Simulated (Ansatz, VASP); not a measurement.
## H49C25S10N15O22F10 in two plane-wave programs

One calculation is typed for both programs; each brings its own data sets. How far apart do they land? The cell is taken from a series of runs on this material, whose earlier steps may have relaxed, scaled, displaced or heated it; both programs get it as it stands.

Main program and level: Ansatz 0.2.0; plane waves, with VASP 6.6.1 beside it; single point at PBE with D3(BJ).

### 1. Set-up

The cell holds 131 atoms: 25 C, 15 N, 49 H, 10 S, 22 O and 10 F. Cell: a = 11.686 Å, b = 11.686 Å, c = 11.686 Å, α = 90.0°, β = 90.0°, γ = 90.0°.

### 2. VASP: single point, PBE with D3(BJ)

A single point gives forces, pressure and levels at one fixed geometry, so differences don't come from the geometry; what else differs is listed under the comparison.

Lines of VASP's logs that name or quote its potential files are left out, and so is its time.

Contents of INCAR:

```
SYSTEM = H49C25S10N15O22F10
PREC = Accurate
ENCUT = 600
EDIFF = 1E-06
NELM = 120
ISMEAR = 0
SIGMA = 0.01
LREAL = Auto
ALGO = Normal
GGA = PE
IVDW = 12
NBANDS = 334
LORBIT = 11
LWAVE = .FALSE.
LCHARG = .FALSE.
ISIF = 2
LASPH = .TRUE.
GGA_COMPAT = .FALSE.
EFERMI = MIDGAP
```

Contents of POSCAR:

```
H49C25S10N15O22F10
1.0
   11.6859200000      0.0000000000      0.0000000000
    0.0000000000     11.6859200000      0.0000000000
    0.0000000000      0.0000000000     11.6859200000
C N H S O F
25 15 49 10 22 10
Direct
    0.6391000000      0.8396400000      0.9256000000
    0.7067000000      0.8202800000      0.1281800000
    0.6564000000      0.8484900000      0.2326300000
    0.4587000000      0.9090300000      0.2876600000
    0.5291700000      0.8868600000      0.0974200000
    0.9908600000      0.1992000000      0.8577700000
    0.9531700000      0.9852300000      0.8326000000
    0.9718200000      0.8939400000      0.9009700000
    0.0988800000      0.8801400000      0.0829100000
    0.0400300000      0.0482300000      0.9862400000
    0.2792100000      0.4429000000      0.3918600000
    0.1723400000      0.4280000000      0.5763200000
    0.1396100000      0.5018200000      0.6624000000
    0.1502700000      0.7058900000      0.7067000000
    0.2366800000      0.5989300000      0.5284300000
    0.4014500000      0.9785600000      0.6735100000
    0.5213500000      0.1371300000      0.5907900000
    0.5249600000      0.2524300000      0.6052300000
    0.4568600000      0.3932200000      0.7477500000
    0.4060700000      0.1835500000      0.7381100000
    0.9909700000      0.6086000000      0.3352700000
    0.8745800000      0.4660300000      0.4467400000
    0.8367300000      0.3566400000      0.4240300000
    0.8612600000      0.2089200000      0.2719700000
    0.9293600000      0.4177600000      0.2699800000
    0.6251500000      0.8462800000      0.0481800000
    0.5474100000      0.8912600000      0.2071800000
    0.0021400000      0.0786700000      0.8858300000
    0.0347200000      0.9354400000      0.9977900000
    0.2287200000      0.4889600000      0.4930600000
[... 95 atom lines left out ...]
    0.8290500000      0.3911500000      0.0293300000
    0.9109600000      0.4314800000      0.8611400000
    0.5726900000      0.5273100000      0.5758800000
    0.8544800000      0.8474800000      0.5495600000
    0.6581500000      0.2668500000      0.9118000000
    0.5716600000      0.1364900000      0.2441800000
```

Contents of KPOINTS:

```
Automatic mesh
0
Gamma
1 1 1
0 0 0
```

The projector-augmented-wave data sets are C, N, H, S, O and F (PBE family, release 64).

The run is started by

```sh
> export OMP_NUM_THREADS=3
> mpirun -np 1 vasp_gam
```

Numbers of over 12 decimals in the logs are rounded to 6 here.

Log:

```text
[banner, memory and clock lines left out]
running    1 mpi-ranks, on    1 nodes
[...]
Offloading initialized ...    1 GPUs detected
[...]
LDA part: xc-table for (Slater+PW92), standard interpolation
 POSCAR, INCAR and KPOINTS ok, starting setup
[...]
entering main loop
       N       E                     dE             d eps       ncg     rms          rms(c)
DAV:   1     0.456538879048E+04    0.45654E+04   -0.29305E+05   692   0.154E+03
DAV:   2    -0.359723930308E+03   -0.49251E+04   -0.47049E+04   842   0.356E+02
DAV:   3    -0.819676873013E+03   -0.45995E+03   -0.45601E+03   808   0.115E+02
DAV:   4    -0.830098250002E+03   -0.10421E+02   -0.10360E+02   832   0.188E+01
[...]
DAV:  19    -0.750419812751E+03    0.51593E-05   -0.37252E-06   752   0.855E-03    0.452E-03
DAV:  20    -0.750419811110E+03    0.16411E-05   -0.37124E-06   736   0.568E-03    0.322E-03
DAV:  21    -0.750419810558E+03    0.55116E-06   -0.56241E-07   568   0.301E-03
   1 F= -.75870002E+03 E0= -.75870002E+03  d E =0.000000E+00
```

Parts of OUTCAR (step 2):

```text
  FREE ENERGIE OF THE ION-ELECTRON SYSTEM (eV)
  ---------------------------------------------------
  free  energy   TOTEN  =      -758.7000175904 eV

  energy  without entropy=     -758.7000175904  energy(sigma->0) =     -758.70001759
```

The run ends at a pressure of 1.22 GPa, with forces up to 5.7 eV/Å.

### 3. Ansatz: single point, PBE with D3(BJ)

Ansatz runs on its default PAW (the set named soft_2) files.

The same cell, functional and mesh now go to Ansatz, which takes its cutoff from its data sets.

Contents of input.yaml:

```yaml
crystal:
  lattice:
    - [11.68592, 0.0, 0.0]
    - [0.0, 11.68592, 0.0]
    - [0.0, 0.0, 11.68592]
  atoms:
    - { symbol: C, position: [0.6391, 0.83964, 0.9256] }
    - { symbol: "N", position: [0.62515, 0.84628, 0.04818] }
    - { symbol: C, position: [0.7067, 0.82028, 0.12818] }
    - { symbol: C, position: [0.6564, 0.84849, 0.23263] }
    - { symbol: "N", position: [0.54741, 0.89126, 0.20718] }
    - { symbol: C, position: [0.4587, 0.90903, 0.28766] }
    - { symbol: C, position: [0.52917, 0.88686, 0.09742] }
    - { symbol: H, position: [0.6193, 0.9164, 0.88281] }
    - { symbol: H, position: [0.58808, 0.7688, 0.89967] }
    - { symbol: H, position: [0.72781, 0.80978, 0.91237] }
    - { symbol: H, position: [0.78739, 0.78468, 0.10077] }
    - { symbol: H, position: [0.67994, 0.82408, 0.31856] }
    - { symbol: H, position: [0.40781, 0.8351, 0.30807] }
    - { symbol: H, position: [0.39235, 0.96024, 0.2425] }
    - { symbol: H, position: [0.4936, 0.9506, 0.36706] }
    - { symbol: H, position: [0.44507, 0.89489, 0.06247] }
    - { symbol: C, position: [0.99086, 0.1992, 0.85777] }
    - { symbol: "N", position: [0.00214, 0.07867, 0.88583] }
    - { symbol: C, position: [0.95317, 0.98523, 0.8326] }
    - { symbol: C, position: [0.97182, 0.89394, 0.90097] }
    - { symbol: "N", position: [0.03472, 0.93544, 0.99779] }
    - { symbol: C, position: [0.09888, 0.88014, 0.08291] }
    - { symbol: C, position: [0.04003, 0.04823, 0.98624] }
    - { symbol: H, position: [0.07767, 0.2357, 0.82585] }
    - { symbol: H, position: [0.97263, 0.24831, 0.93654] }
    - { symbol: H, position: [0.92727, 0.22003, 0.78716] }
    - { symbol: H, position: [0.9058, 0.99572, 0.75714] }
    - { symbol: H, position: [0.94156, 0.80928, 0.89822] }
    - { symbol: H, position: [0.13437, 0.79615, 0.04465] }
    - { symbol: H, position: [0.04531, 0.86248, 0.15466] }
    - { symbol: H, position: [0.16404, 0.94065, 0.11288] }
    - { symbol: H, position: [0.07502, 0.10447, 0.05403] }
    - { symbol: C, position: [0.27921, 0.4429, 0.39186] }
    - { symbol: "N", position: [0.22872, 0.48896, 0.49306] }
    - { symbol: C, position: [0.17234, 0.428, 0.57632] }
    - { symbol: C, position: [0.13961, 0.50182, 0.6624] }
    - { symbol: "N", position: [0.18082, 0.60531, 0.63227] }
    - { symbol: C, position: [0.15027, 0.70589, 0.7067] }
    - { symbol: C, position: [0.23668, 0.59893, 0.52843] }
    - { symbol: H, position: [0.28315, 0.50093, 0.31819] }
    - { symbol: H, position: [0.24006, 0.36007, 0.3684] }
    - { symbol: H, position: [0.36914, 0.42687, 0.40739] }
    - { symbol: H, position: [0.16743, 0.34121, 0.54931] }
    - { symbol: H, position: [0.08819, 0.48979, 0.73973] }
    - { symbol: H, position: [0.0648, 0.72073, 0.69491] }
    - { symbol: H, position: [0.20029, 0.78542, 0.68287] }
    - { symbol: H, position: [0.15372, 0.68336, 0.7956] }
    - { symbol: H, position: [0.28344, 0.66547, 0.48359] }
    - { symbol: C, position: [0.40145, 0.97856, 0.67351] }
    - { symbol: "N", position: [0.44537, 0.09343, 0.67354] }
    - { symbol: C, position: [0.52135, 0.13713, 0.59079] }
    - { symbol: C, position: [0.52496, 0.25243, 0.60523] }
    - { symbol: "N", position: [0.45801, 0.27713, 0.70305] }
    - { symbol: C, position: [0.45686, 0.39322, 0.74775] }
    - { symbol: C, position: [0.40607, 0.18355, 0.73811] }
    - { symbol: H, position: [0.45948, 0.92614, 0.7215] }
    - { symbol: H, position: [0.39951, 0.94464, 0.58703] }
    - { symbol: H, position: [0.32209, 0.97188, 0.71948] }
    - { symbol: H, position: [0.55065, 0.07775, 0.52072] }
    - { symbol: H, position: [0.55536, 0.31853, 0.55306] }
    - { symbol: H, position: [0.41384, 0.44884, 0.68891] }
    - { symbol: H, position: [0.54658, 0.41475, 0.75249] }
    - { symbol: H, position: [0.41775, 0.40067, 0.8358] }
    - { symbol: H, position: [0.34599, 0.18089, 0.80496] }
    - { symbol: C, position: [0.99097, 0.6086, 0.33527] }
    - { symbol: "N", position: [0.93608, 0.49867, 0.35091] }
    - { symbol: C, position: [0.87458, 0.46603, 0.44674] }
    - { symbol: C, position: [0.83673, 0.35664, 0.42403] }
    - { symbol: "N", position: [0.87738, 0.32682, 0.31959] }
    - { symbol: C, position: [0.86126, 0.20892, 0.27197] }
    - { symbol: C, position: [0.92936, 0.41776, 0.26998] }
    - { symbol: H, position: [0.00556, 0.65357, 0.41399] }
    - { symbol: H, position: [0.93318, 0.65901, 0.2812] }
    - { symbol: H, position: [0.07567, 0.5837, 0.29668] }
    - { symbol: H, position: [0.86901, 0.52412, 0.51978] }
    - { symbol: H, position: [0.7934, 0.29149, 0.47217] }
    - { symbol: H, position: [0.91675, 0.14848, 0.31061] }
    - { symbol: H, position: [0.87823, 0.20752, 0.18667] }
    - { symbol: H, position: [0.77751, 0.18466, 0.30921] }
    - { symbol: H, position: [0.97181, 0.41592, 0.18753] }
    - { symbol: "N", position: [0.35704, 0.50351, 0.03915] }
    - { symbol: S, position: [0.35993, 0.63545, 0.07438] }
    - { symbol: O, position: [0.32802, 0.66046, 0.19274] }
    - { symbol: O, position: [0.31906, 0.7217, 0.99508] }
    - { symbol: F, position: [0.50059, 0.65294, 0.08465] }
    - { symbol: S, position: [0.22954, 0.46274, 0.03239] }
    - { symbol: O, position: [0.16412, 0.45803, 0.14232] }
    - { symbol: O, position: [0.20798, 0.35847, 0.97774] }
    - { symbol: F, position: [0.168, 0.55532, 0.95703] }
    - { symbol: "N", position: [0.08862, 0.06849, 0.43069] }
    - { symbol: S, position: [0.19453, 0.98477, 0.41265] }
    - { symbol: O, position: [0.30219, 0.03856, 0.43865] }
    - { symbol: O, position: [0.19374, 0.91393, 0.31002] }
    - { symbol: F, position: [0.17657, 0.8905, 0.51314] }
    - { symbol: S, position: [0.05759, 0.08655, 0.56229] }
    - { symbol: O, position: [0.95218, 0.14992, 0.58473] }
    - { symbol: O, position: [0.15184, 0.11437, 0.64061] }
    - { symbol: F, position: [0.02717, 0.96008, 0.6077] }
    - { symbol: "N", position: [0.72426, 0.52558, 0.91663] }
    - { symbol: S, position: [0.78969, 0.51972, 0.02853] }
    - { symbol: O, position: [0.72127, 0.52788, 0.13105] }
    - { symbol: O, position: [0.89819, 0.57814, 0.03763] }
    - { symbol: F, position: [0.82905, 0.39115, 0.02933] }
    - { symbol: S, position: [0.80544, 0.50308, 0.81196] }
    - { symbol: O, position: [0.86405, 0.60447, 0.77462] }
    - { symbol: O, position: [0.75803, 0.42559, 0.7224] }
    - { symbol: F, position: [0.91096, 0.43148, 0.86114] }
    - { symbol: "N", position: [0.70987, 0.68275, 0.56515] }
    - { symbol: S, position: [0.58671, 0.65634, 0.59085] }
    - { symbol: O, position: [0.5051, 0.69218, 0.50204] }
    - { symbol: O, position: [0.55535, 0.66423, 0.70912] }
    - { symbol: F, position: [0.57269, 0.52731, 0.57588] }
    - { symbol: S, position: [0.72114, 0.82054, 0.57507] }
    - { symbol: O, position: [0.71756, 0.8571, 0.694] }
    - { symbol: O, position: [0.6656, 0.88949, 0.49157] }
    - { symbol: F, position: [0.85448, 0.84748, 0.54956] }
    - { symbol: "N", position: [0.58479, 0.28235, 0.09508] }
    - { symbol: S, position: [0.60853, 0.1813, 0.00559] }
    - { symbol: O, position: [0.51148, 0.128, 0.95124] }
    - { symbol: O, position: [0.7065, 0.10621, 0.0184] }
    - { symbol: F, position: [0.65815, 0.26685, 0.9118] }
    - { symbol: S, position: [0.50513, 0.24277, 0.19304] }
    - { symbol: O, position: [0.39101, 0.19678, 0.16781] }
    - { symbol: O, position: [0.50589, 0.3256, 0.28636] }
    - { symbol: F, position: [0.57166, 0.13649, 0.24418] }
    - { symbol: O, position: [0.15323, 0.2336, 0.20552] }
    - { symbol: H, position: [0.22904, 0.19605, 0.19264] }
    - { symbol: H, position: [0.15297, 0.31076, 0.16853] }
    - { symbol: O, position: [0.6535, 0.51652, 0.33888] }
    - { symbol: H, position: [0.59062, 0.4624, 0.31793] }
    - { symbol: H, position: [0.70341, 0.53002, 0.27068] }
kpoints:
  mp_grid: { grid: [1, 1, 1] }
hamiltonian:
  xc: pbe
  dispersion: d3bj
scf:
  occupations: { method: fixed }
output:
  forces: true
  stress: true
  populations: true
  dos:
    method: { smearing: { sigma: 0.1 } }
    de: 0.1
    projected: { site_lists: { C: [C], F: [F], H: [H], "N": ["N"], O: [O] } }
  eigenvalues: true
```

The run is started by

```sh
> ansatz run input.yaml --threads 4 --pin off --max-ram 8192MiB --backend cpu --events-out ev --progress --plain --runs-dir out
```

Log:

```text
Engine: ansatz 0.2.0, x86_64-unknown-linux-gnu
Pseudopotentials: kind: paw
Pseudopotential: C, paw, valence charge 4, recommended cutoff 420 eV (normal), C.paw.azcp
Pseudopotential: N, paw, valence charge 5, recommended cutoff 420 eV (normal), N.paw.azcp
Pseudopotential: H, paw, valence charge 1, recommended cutoff 420 eV (normal), H.paw.azcp
Pseudopotential: S, paw, valence charge 6, recommended cutoff 420 eV (normal), S.paw.azcp
Pseudopotential: O, paw, valence charge 6, recommended cutoff 420 eV (normal), O.paw.azcp
Pseudopotential: F, paw, valence charge 7, recommended cutoff 420 eV (normal), F.paw.azcp
Functional definition: PBE
  parameter kappa = 0.804
  parameter beta = 0.066725
  exchange = pbe_x(kappa = kappa, mu = beta*pi^2/3)
  correlation = pbe_c(beta = beta)
Crystal: 131 atoms, lattice volume = 1595.838 Å³
Basis set: ecut = 420 eV, 31343 PW (Γ), exchange–correlation on 160×160×160 points (8 copies of the dense FFT grid, shifted against one another)
Bands: 374, of which v1, the nominal top of the filled ones, is band 243 counted from 1 (242 counted from 0)
Symmetry: 1 space group operations
Space group: P1 (ITA 1), of the structure as read, at distance tolerance 1.2e-4 Å
k-points: 1
Non-local potential: C, projectors of the file, l = 0: 2, l = 1: 2, l = 2: 1
Non-local potential: N, projectors of the file, l = 0: 2, l = 1: 2, l = 2: 1
Non-local potential: H, projectors of the file, l = 0: 2, l = 1: 1
Non-local potential: S, projectors of the file, l = 0: 2, l = 1: 2, l = 2: 2
Non-local potential: O, projectors of the file, l = 0: 2, l = 1: 2, l = 2: 1
Non-local potential: F, projectors of the file, l = 0: 2, l = 1: 2, l = 2: 1
PAW form: soft (Blöchl's): semilocal exchange-correlation on the pseudo side does not see the compensation charge
PAW one-centre angular grid: C, 110 points (default); XC on 64 Gauss nodes
PAW one-centre angular grid: N, 110 points (default); XC on 64 Gauss nodes
PAW one-centre angular grid: H, 110 points (default); XC on 64 Gauss nodes
PAW one-centre angular grid: S, 110 points (default); XC on 64 Gauss nodes
PAW one-centre angular grid: O, 110 points (default); XC on 64 Gauss nodes
PAW one-centre angular grid: F, 110 points (default); XC on 64 Gauss nodes
Initial density: superposition of atomic densities (neutral atoms: chi_scale 0, normalization atom), corrected by the library's trained network
Initial wavefunctions: pseudopotential atomic-orbital guess
Functional: x = pbe(κ = 0.804, μ = 0.219515), c = pbe(β = 0.066725)
SCF iter   1: F=—  HF=-42384.744807 eV  |F-HF|=—  |Δ(HF+E_count)|=         —  Δρ=6.05e-3  dr2=7.58e-1  ethr=1.77e-3  ⟨swp⟩=4.0  Hψ=1432  notcnv=0  defer=126
preconditioner: auto → Resta (q_TF=auto, 2.238 Å⁻¹)  ε∞=2.6  [insulator: Δε(μ)=3.695 eV  Ē_g=15.888 eV  n_scr=304 (ndim 8)  ℏωp=20.1 eV  f_vac=0.269  ε∞_Penn≈2.6]
SCF iter   2: F=—  HF=-42384.509779 eV  |F-HF|=—  |Δ(HF+E_count)|=   2.35e-1  Δρ=2.99e-3  dr2=1.73e-1  ethr=1.56e-4  ⟨swp⟩=2.0  Hψ=630  notcnv=0  defer=129
SCF iter   3: F=—  HF=-42384.504037 eV  |F-HF|=—  |Δ(HF+E_count)|=   5.74e-3  Δρ=1.52e-3  dr2=4.75e-2  ethr=3.55e-5  ⟨swp⟩=2.0  Hψ=476  notcnv=0  defer=129
SCF iter   4: F=—  HF=-42384.494634 eV  |F-HF|=—  |Δ(HF+E_count)|=   9.40e-3  Δρ=5.58e-4  dr2=6.15e-3  ethr=9.77e-6  ⟨swp⟩=2.0  Hψ=477  notcnv=0  defer=129
SCF iter   5: F=—  HF=-42384.493943 eV  |F-HF|=—  |Δ(HF+E_count)|=   6.90e-4  Δρ=3.55e-4  dr2=1.93e-3  ethr=1.26e-6  ⟨swp⟩=2.0  Hψ=661  notcnv=0  defer=129
SCF iter   6: F=—  HF=-42384.493642 eV  |F-HF|=—  |Δ(HF+E_count)|=   3.02e-4  Δρ=1.04e-4  dr2=1.73e-4  ethr=3.98e-7  ⟨swp⟩=2.0  Hψ=476  notcnv=0  defer=128
SCF iter   7: F=—  HF=-42384.493648 eV  |F-HF|=—  |Δ(HF+E_count)|=   6.26e-6  Δρ=4.38e-5  dr2=3.21e-5  ethr=3.56e-8  ⟨swp⟩=2.0  Hψ=476  notcnv=0  defer=127
SCF iter   8: F=—  HF=-42384.493751 eV  |F-HF|=—  |Δ(HF+E_count)|=   1.03e-4  Δρ=1.72e-5  dr2=4.52e-6  ethr=6.62e-9  ⟨swp⟩=2.0  Hψ=489  notcnv=0  defer=126
SCF iter   9: F=—  HF=-42384.493752 eV  |F-HF|=—  |Δ(HF+E_count)|=   3.83e-7  Δρ=6.89e-6  dr2=7.71e-7  ethr=9.31e-10  ⟨swp⟩=2.0  Hψ=487  notcnv=0  defer=126
SCF iter  10: F=—  HF=-42384.493752 eV  |F-HF|=—  |Δ(HF+E_count)|=   1.62e-7  Δρ=3.20e-6  dr2=1.77e-7  ethr=1.59e-10  ⟨swp⟩=2.0  Hψ=487  notcnv=0  defer=126
SCF iter  11: F=-42384.493752 eV  HF=-42384.493752 eV  |F-HF|=5.77e-9  |Δ(HF+E_count)|=   2.61e-9  Δρ=1.10e-6  dr2=2.01e-8  ethr=2.06e-11  ⟨swp⟩=15.0  Hψ=2520  notcnv=0
SCF 1 converged in 11 iterations: F = -42384.493752 eV  dr2 = 2.01e-8
  greatest PAW one-centre occupation: 0.937 electrons in one spin orbital (limit 2), on the F atom at site 97 (counted from 0), in its partial waves of l = 0
SCF converged after 11 iterations
Free energy (F): -42384.493752 eV
Harris-Foulkes:  -42384.493752 eV  (|F-HF|=5.77e-9)
Internal energy: -42384.493752 eV  (E = F + TS)
E sigma→0 (E₀):  -42384.493752 eV
Fermi energy:    0.681768 eV
[...]
atom  98  F     -0.84400807     0.00337397     0.05430716
  atom  99  N     -1.50878511    -0.05285435    -1.26111609
  atom 100  S      1.28952579     0.47733420     4.03405601
  atom 101  O     -0.72983383     0.31302470    -1.14542573
  atom 102  O      0.38319090     0.90051289    -0.39895019
  atom 103  F      0.01511618    -1.89406776     0.99409222
  atom 104  S     -0.06661690    -0.91718554    -4.24675110
  atom 105  O     -0.03292980     0.71811471    -0.33992323
  atom 106  O      0.40594330     1.59502024     2.12794132
  atom 107  F      0.84117481    -0.66669522    -0.52666987
  atom 108  N      3.68065657     1.90248272    -1.27014277
  atom 109  S     -5.71738731    -0.23302656    -0.70092434
  atom 110  O      0.34793767     0.87957767     0.86952557
  atom 111  O     -0.37879815     0.97251127     1.22923328
  atom 112  F      1.18619951    -3.02226580    -0.78256886
  atom 113  S      1.91325459     0.47151164     2.76496159
  atom 114  O     -0.49842372     0.03769803    -0.46930847
  atom 115  O     -0.93569080     0.46712863    -1.14330316
  atom 116  F     -0.01244285    -1.22242783    -0.68182265
  atom 117  N      0.29615102    -0.56429207    -0.44569493
  atom 118  S      1.57137011    -0.18862081    -2.45678588
  atom 119  O     -0.81517081    -0.00434273     0.30086635
  atom 120  O     -0.08519877     0.16056435     1.27997171
  atom 121  F     -0.12467211     0.42306219    -0.65692705
  atom 122  S     -2.93975646     1.08539879     2.44370357
  atom 123  O      1.27771912     0.11847604    -0.40071890
  atom 124  O      0.23244421    -0.21595755    -0.63463226
  atom 125  F      0.58683702    -1.08034772     0.58424040
  atom 126  O      0.13809481    -0.46804633    -0.26891362
  atom 127  H     -0.82187955     1.09957497     0.04244200
  atom 128  H      0.52258306    -0.90534374     0.39059895
  atom 129  O     -0.14078598    -0.16770889    -0.05256686
  atom 130  H      1.19322287     0.75258078    -0.22863092
  atom 131  H     -1.37350083    -0.52569226     0.77215534
  max |Σ_I F_I| component: 9.24e-5 eV/Å
--- Stress (GPa, compression-positive) ---
        0.952226       0.043727       0.222206
        0.043727       1.907795      -1.446968
        0.222206      -1.446968       2.260065
  P = ⅓ Tr σ = 1.7067 GPa (17.067 kbar)
--- Band table (eV) ---
  k-point 0: bands = [... 239 lower, -0.3507, -0.3251, 0.2841, 0.6818, 3.7880, 3.8522, 4.2866, 4.4611, ... 127 higher]
--- Löwdin populations: 131 sites ---
  site symbol       q [e]
     0      C      4.3513
     1      N      4.9257
     2      C      4.0560
     3      C      4.0683
     4      N      4.9137
     5      C      4.3357
     6      C      3.9263
     7      H      0.7613
     8      H      0.7536
     9      H      0.7889
    10      H      0.7717
    11      H      0.7535
    12      H      0.7642
    13      H      0.7898
    14      H      0.7906
    15      H      0.7500
    16      C      4.3299
    17      N      4.9304
    18      C      4.0362
    19      C      4.0887
    20      N      4.9526
    21      C      4.3327
    22      C      3.9089
    23      H      0.7948
[...]
123      O      6.7265
   124      F      7.4147
   125      O      6.7450
   126      H      0.6077
   127      H      0.6255
   128      O      6.7513
   129      H      0.6155
   130      H      0.6237
  spilling = 0.017991 (of n_electrons = 486.000000)
```

(Part 1 of 2 ends here.)

[Lines on the potential files, build, host, timing and source positions are cut from VASP's logs without a mark.]

[Logs are printed without paths, hosts, clocks, repeated set-up lines and the standing remarks that a program may print on its own settings, such as how far it seeks lower states.]

[Hosts, paths, dates, database ids (printed as entryN), source tags and the programs' standing remarks are cut or masked in the printed files.]
